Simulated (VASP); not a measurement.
Level of theory: PBE GGA, VASP's PBE PAW potentials (set 64) (plane waves; VASP 6.6.1).

Input for VASP

### KPOINTS
```
K-points
0
Monkhorst-Pack
  7 7 6
0 0 0
```

**INCAR**
```
SYSTEM=GdP
PREC=Accurate; ENCUT=400; LREAL=.FALSE.
LASPH=.TRUE.
EDIFF=1E-6; NELM=100; ALGO=Normal
LMAXMIX=6
ISMEAR=0; SIGMA=0.05
GGA=PE
ISIF=2
LWAVE=.FALSE.; LCHARG=.FALSE.
```

File POSCAR:
```
GdP
1
    4.5821370000     0.0000000000     0.0000000000
    0.0000000000     4.5821370000     0.0000000000
    0.0000000000     0.0000000000     5.7738750000
Gd P
2 2
Direct
  0.5000000000   0.0000000000   0.2368000000
  0.0000000000   0.5000000000   0.7632000000
  0.0000000000   0.0000000000   0.0000000000
  0.5000000000   0.5000000000   0.0000000000
```

POTCAR, in this order: Gd_3 P (PBE.64 set). Program: vasp_std.

Output

### OSZICAR
```
       N       E                     dE             d eps       ncg     rms          rms(c)
DAV:   1     0.945767112552E+02    0.94577E+02   -0.11276E+04  1088   0.108E+03
DAV:   2    -0.185323211729E+02   -0.11311E+03   -0.11091E+03  1432   0.258E+02
DAV:   3    -0.251191606415E+02   -0.65868E+01   -0.62272E+01  1420   0.426E+01
DAV:   4    -0.252562116680E+02   -0.13705E+00   -0.13673E+00  1456   0.649E+00
DAV:   5    -0.252588124094E+02   -0.26007E-02   -0.26000E-02  1508   0.866E-01    0.346E+01
DAV:   6    -0.218072474650E+02    0.34516E+01   -0.14249E+01  1266   0.146E+01    0.178E+01
DAV:   7    -0.217397298323E+02    0.67518E-01   -0.95252E-01  1388   0.446E+00    0.824E+00
DAV:   8    -0.217701152724E+02   -0.30385E-01   -0.10682E+00  1234   0.408E+00    0.185E+00
DAV:   9    -0.217116094856E+02    0.58506E-01   -0.58849E-01  1220   0.275E+00    0.819E-01
DAV:  10    -0.217091356604E+02    0.24738E-02   -0.19565E-02  1184   0.698E-01    0.738E-01
DAV:  11    -0.217083348474E+02    0.80081E-03   -0.12822E-02  1250   0.384E-01    0.139E-01
DAV:  12    -0.217081630374E+02    0.17181E-03   -0.74117E-04  1260   0.136E-01    0.551E-02
DAV:  13    -0.217081394791E+02    0.23558E-04   -0.16595E-04  1410   0.460E-02    0.275E-02
DAV:  14    -0.217081386306E+02    0.84855E-06   -0.55465E-06  1078   0.146E-02
   1 F= -.21708139E+02 E0= -.21705183E+02  d E =-.591126E-02
```

OUTCAR:
```
------------------------ aborting loop because EDIFF is reached ----------------------------------------
  FORCE on cell =-STRESS in cart. coord.  units (eV):
  Direction    XX          YY          ZZ          XY          YZ          ZX
  --------------------------------------------------------------------------------------
  Total        5.3903480      5.3903480     -1.6183249      0.0000000      0.0000000      0.0000000
  in kB       71.2399938     71.2399938    -21.3881289      0.0000000      0.0000000      0.0000000
  external PRESSURE =      40.3639529 kB  Pullay stress =       0.0000000 kB
  volume of cell :      121.23
      direct lattice vectors                 reciprocal lattice vectors
     4.582137000  0.000000000  0.000000000     0.218238782  0.000000000  0.000000000
     0.000000000  4.582137000  0.000000000     0.000000000  0.218238782  0.000000000
     0.000000000  0.000000000  5.773875000     0.000000000  0.000000000  0.173193912
 POSITION                                       TOTAL-FORCE (eV/Angst)
 -----------------------------------------------------------------------------------
      2.29107      0.00000      1.36725         0.000000      0.000000      0.033355
      0.00000      2.29107      4.40662         0.000000      0.000000     -0.033355
      0.00000      0.00000      0.00000         0.000000      0.000000      0.000000
      2.29107      2.29107      0.00000         0.000000     -0.000000      0.000000
 -----------------------------------------------------------------------------------
    total drift:                                0.000000      0.000000      0.000000
  FREE ENERGIE OF THE ION-ELECTRON SYSTEM (eV)
  ---------------------------------------------------
  free  energy   TOTEN  =       -21.7081386306 eV

  energy  without entropy=      -21.7022273734  energy(sigma->0) =      -21.70518300
```
(Selected blocks of OUTCAR.)

### OUTCAR
```
 val. band max:        3.3166295718   @ k =   0.4286   0.4286   0.0833

 cond. band min:       3.3234044414   @ k =   0.4286   0.4286   0.2500


 Fermi energy:         3.3211034410

 k-point     1 :       0.0000    0.0000    0.0833
  band No.  band energies     occupation
      1     -18.9920      2.00000
      2     -18.8354      2.00000
      3     -18.7596      2.00000
      4     -18.7596      2.00000
      5     -18.6840      2.00000
      6     -18.6840      2.00000
      7      -7.3435      2.00000
      8      -5.5066      2.00000
      9      -0.4608      2.00000
     10      -0.1136      2.00000
     11      -0.1136      2.00000
     12       0.8795      2.00000
     13       2.4035      2.00000
     14       3.3900      0.05140
     15       3.3900      0.05140
     16       4.5626      0.00000
     17       5.4332      0.00000
     18       5.7160      0.00000

 k-point     2 :       0.1429    0.0000    0.0833
  band No.  band energies     occupation
      1     -18.9849      2.00000
      2     -18.8438      2.00000
      3     -18.7666      2.00000
      4     -18.7552      2.00000
      5     -18.6987      2.00000
      6     -18.6871      2.00000
      7      -7.2323      2.00000
      8      -5.5651      2.00000
      9      -0.3022      2.00000
     10      -0.0375      2.00000
     11      -0.0145      2.00000
     12       0.9239      2.00000
     13       2.1938      2.00000
     14       2.7772      2.00000
     15       3.6437      0.00000
     16       4.6761      0.00000
     17       4.9983      0.00000
     18       5.4646      0.00000

 k-point     3 :       0.2857    0.0000    0.0833
  band No.  band energies     occupation
      1     -18.9653      2.00000
      2     -18.8688      2.00000
      3     -18.7785      2.00000
      4     -18.7432      2.00000
      5     -18.7327      2.00000
      6     -18.6961      2.00000
      7      -6.9303      2.00000
      8      -5.7603      2.00000
      9       0.0438      2.00000
...
```

The 4f electrons are frozen in the core of the lanthanide potential, so 4f levels, which can set the real gap, and their magnetism are missing.

The structure was generated: GdP was put into the litharge type (P4/nmm), which need not be its known phase. The cell was not relaxed at this level. The run is one of a series of settings (KPOINTS 7×7×6 Monkhorst-Pack mesh against the base run), some of them coarse on purpose.
